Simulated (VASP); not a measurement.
A convergence study with VASP on SnTe (rock salt): a few settings are varied, all else stays as given below, so the limit is that of these other settings. The cell's lengths are 1 % over those of the tabulated start and one atom is moved, so it is off equilibrium.

```
SnTe
1.0
    0.00000     3.19160     3.19160
    3.19160     0.00000     3.19160
    3.19160     3.19160     0.00000
Sn Te
1 1
Direct
  0.00000   0.00000   0.00000
  0.49051   0.50949   0.50949
```

Calculation: LDA (Ceperley-Alder, Perdew-Zunger), VASP's LDA PAW potentials (set 64) (plane waves; VASP 6.6.1). The last row used: 550 eV cut-off, 6×6×6 Γ-centred mesh, Gaussian smearing of 0.050 eV, potentials Sn_d Te.

| setting | E (eV/atom) | pressure (GPa) | largest force (eV/Å) | electronic steps |
|---|---|---|---|---|
| ALGO = Normal, EDIFF = 1E-2 | -4.3969 | -0.41 | 0.066 | 7 |
| ALGO = Normal, EDIFF = 1E-3 | -4.3965 | -3.06 | 0.066 | 8 |
| ALGO = Normal, EDIFF = 1E-4 | -4.3965 | -2.73 | 0.067 | 9 |
| ALGO = Normal, EDIFF = 1E-5 | -4.3965 | -2.83 | 0.067 | 10 |
| ALGO = Normal, EDIFF = 1E-6 | -4.3965 | -2.97 | 0.067 | 12 |
| ALGO = Normal, EDIFF = 1E-7 | -4.3965 | -2.97 | 0.067 | 13 |
| ALGO = Normal, EDIFF = 1E-8 | -4.3965 | -2.97 | 0.067 | 13 |
| ALGO = Normal, EDIFF = 1E-9 | -4.3965 | -2.95 | 0.067 | 16 |
| ALGO = Fast, EDIFF = 1E-2 | -4.3972 | -0.29 | 0.074 | 7 |
| ALGO = Fast, EDIFF = 1E-3 | -4.3965 | -2.53 | 0.069 | 9 |
| ALGO = Fast, EDIFF = 1E-4 | -4.3965 | -2.92 | 0.068 | 10 |
| ALGO = Fast, EDIFF = 1E-5 | -4.3965 | -2.90 | 0.067 | 11 |
| ALGO = Fast, EDIFF = 1E-6 | -4.3965 | -2.98 | 0.067 | 12 |
| ALGO = Fast, EDIFF = 1E-7 | -4.3965 | -2.94 | 0.067 | 14 |
| ALGO = Fast, EDIFF = 1E-8 | -4.3965 | -2.95 | 0.067 | 16 |
| ALGO = Fast, EDIFF = 1E-9 | -4.3965 | -2.95 | 0.067 | 18 |
| ALGO = All, EDIFF = 1E-2 | -4.3960 | -2.25 | 0.067 | 9 |
| ALGO = All, EDIFF = 1E-3 | -4.3964 | -2.92 | 0.069 | 10 |
| ALGO = All, EDIFF = 1E-4 | -4.3965 | -2.93 | 0.068 | 12 |
| ALGO = All, EDIFF = 1E-5 | -4.3965 | -2.94 | 0.068 | 13 |
| ALGO = All, EDIFF = 1E-6 | -4.3965 | -2.95 | 0.067 | 16 |
| ALGO = All, EDIFF = 1E-7 | -4.3965 | -2.95 | 0.067 | 18 |
| ALGO = All, EDIFF = 1E-8 | -4.3965 | -2.95 | 0.067 | 20 |
| ALGO = All, EDIFF = 1E-9 | -4.3965 | -2.95 | 0.067 | 23 |

Left out are rungs that failed or repeat a setting and relaxations that didn't move; long series are thinned to 24 rows.

The compound is SnTe in the rock salt structure, which distorts at low temperature. The cell was not relaxed at this level, it is distorted from the ideal structure.
